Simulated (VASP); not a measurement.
Given:

```xyz
5
Lattice="-2.0515 2.0515 5.1035 2.0515 -2.0515 5.1035 2.0515 2.0515 -5.1035" Properties=species:S:1:pos:R:3 pbc="T T T"
Y      0.0000     0.0000     0.0000
Ge     0.0000     0.0000     3.8582
Ge     0.0000     0.0000     6.3488
Rh     0.0000     2.0515     2.5518
Rh     2.0515     0.0000     2.5518
```

Method: PBEsol GGA, VASP's PBE PAW potentials (set 64) (plane waves; VASP 6.6.1). Settings: 300 eV cut-off, 7×7×7 Γ-centred mesh, Fermi-Dirac smearing of 0.10 eV, potentials Y_sv Ge_d Rh_pv.

At this cut-off the stress carries a Pulay error, which pulls relaxed volumes low.

Question: The ions, cell shape and volume are relaxed. Which structure does the run end with?

Answer: 
```xyz
5
Lattice="-2.0383 2.0383 5.1148 2.0383 -2.0383 5.1148 2.0383 2.0383 -5.1148" Properties=species:S:1:pos:R:3 pbc="T T T"
Y      2.0383     2.0383    -5.1148
Ge     0.0000     0.0000     3.8756
Ge     0.0000     0.0000     6.3540
Rh     0.0000     2.0383     2.5574
Rh     2.0383     0.0000     2.5574
```
Space group I4/mmm (139), at a tolerance of 0.03 Å.

Question: How do energy and volume change from the first to the last step?

Answer: The energy (σ→0) changes by -1.6 meV/atom and the volume by -1.1 %, in 6 ionic steps.

```csv
step,E(σ→0) (eV),max force (eV/Å),pressure (GPa),volume (Å³)
1,-37.6375,0.051,-1.58,85.92
2,-37.6344,0.243,2.68,83.82
3,-37.6429,0.129,0.11,85.04
4,-37.6449,0.028,0.06,85.00
5,-37.6454,0.022,0.03,84.97
6,-37.6455,0.003,-0.01,85.00
```

The structure comes from a measured Rh2YGe2 entry of the Crystallography Open Database, whose conditions weren't checked. This run relaxes it. Symmetry was kept, so distortions that lower it aren't found. The k-mesh is coarse (spacing up to 0.31 per Å, 2π included), so the numbers may not be converged in it. The run is one of a series of settings (EDIFFG = -0.01, IBRION = 2, ISIF = 3, NSW = 50 against the base run), some of them coarse on purpose. The electron count is odd and the run is not spin-polarised, which forces a metal.
